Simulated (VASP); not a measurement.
VASP runs on PtS2 (space group P-3m1) share one base input (PBE GGA, plane waves, VASP's PBE PAW potentials (set 64)) and change the settings named in each case.

**INCAR**
```
! general
SYSTEM  = PtS2
PREC    = Accurate
ENCUT   = 300
LREAL   = .FALSE.
LASPH   = .TRUE.

! electronic loop
EDIFF   = 1E-6
NELM    = 100
ALGO    = Normal
LMAXMIX = 6

! smearing
ISMEAR  = -1
SIGMA   = 0.02

! functional
GGA     = PE

! ions
ISIF    = 2

! output
LWAVE   = .FALSE.
LCHARG  = .FALSE.
```

### POSCAR
```
PtS2
1.0
  1.7910630000  -3.1022120000   0.0000000000
  1.7910630000   3.1022120000   0.0000000000
  0.0000000000   0.0000000000   5.0999760000
Pt S
1 2
direct
  0.0000000000   0.0000000000   0.0000000000
  0.3333330000   0.6666670000   0.2300000000
  0.6666670000   0.3333330000   0.7700000000
```

File KPOINTS:
```
Automatic mesh
0
Gamma
6 6 4
0 0 0
```

POTCAR, in this order: Pt S (PBE.64 set). Program: vasp_std.

```json
[
 {"change": "base run", "E(σ→0) (eV/atom)": "-5.1284", "pressure (GPa)": "4.05", "largest force (eV/Å)": "0.510"},
 {"change": "GGA removed, POTCAR Pt S (LDA.64 set)", "E(σ→0) (eV/atom)": "-6.0460", "pressure (GPa)": "-3.11", "largest force (eV/Å)": "0.121"},
 {"change": "GGA_COMPAT = .FALSE., LNONCOLLINEAR = .TRUE., LSORBIT = .TRUE., MAGMOM = 0.0 0.0 0.0 0.0 0.0 0.0 0.0 0.0 0.0, program vasp_ncl", "E(σ→0) (eV/atom)": "-5.2561", "pressure (GPa)": "4.23", "largest force (eV/Å)": "0.545"},
 {"change": "KPOINTS 2×2×1 Γ-centred mesh", "E(σ→0) (eV/atom)": "-5.4430", "pressure (GPa)": "-1.55", "largest force (eV/Å)": "0.824"}
]
```
 Energies of different potentials or functionals have different zeros.  Unless said otherwise, spin-orbit coupling is left out, though it shifts the bands of the heavy elements here. At 300 eV the pressure can carry a Pulay error.

Left out are runs that ran out of time, are held back, or changed the cell or the kind of run, fixed moments of cells without a moment, rows past the twelfth, gaps on odd meshes, pressures of charged cells and columns that move by less than the noise.

The structure is a typed PtS2 crystal (P-3m1). The cell was not relaxed at this level, forces remain on its atoms, its lattice was scaled by up to 2.5 %.
